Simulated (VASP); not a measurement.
Crystal: TiO2 (Anatase).

```xyz
6
Lattice="-1.8921 1.8921 4.7573 1.8921 -1.8921 4.7573 1.8921 1.8921 -4.7573" Properties=species:S:1:pos:R:3 pbc="T T T"
Ti    0.0000    1.8921    2.3786
Ti    0.0000    0.0000    0.0000
O     0.0000    0.0000    7.5346
O     0.0000    1.8921    0.3987
O     0.0000    1.8921    4.3586
O     0.0000    0.0000    1.9800
```

Base run:

| Property | Result |
| --- | --- |
| Program | VASP 6.6.1 |
| Functional | TB-mBJ |
| Potentials or basis | VASP PAW PBE potentials, release 64 (Ti_sv, O) |
| Cutoff | 520 eV |
| k mesh | 8 × 8 × 10 |
| Occupations | gaussian, width 0.02 eV |
| Spin | no spin polarisation |

Its results: band gap on the k mesh 3.14 eV, indirect (least direct gap 3.54 eV).

**Question.** The run is repeated on the same cell with these changes: functional from TB-mBJ to r2SCAN. What comes out?

**Answer.** Band gap on the k mesh 2.54 eV, indirect (least direct gap 2.96 eV).

Not every run made on this cell is shown here.
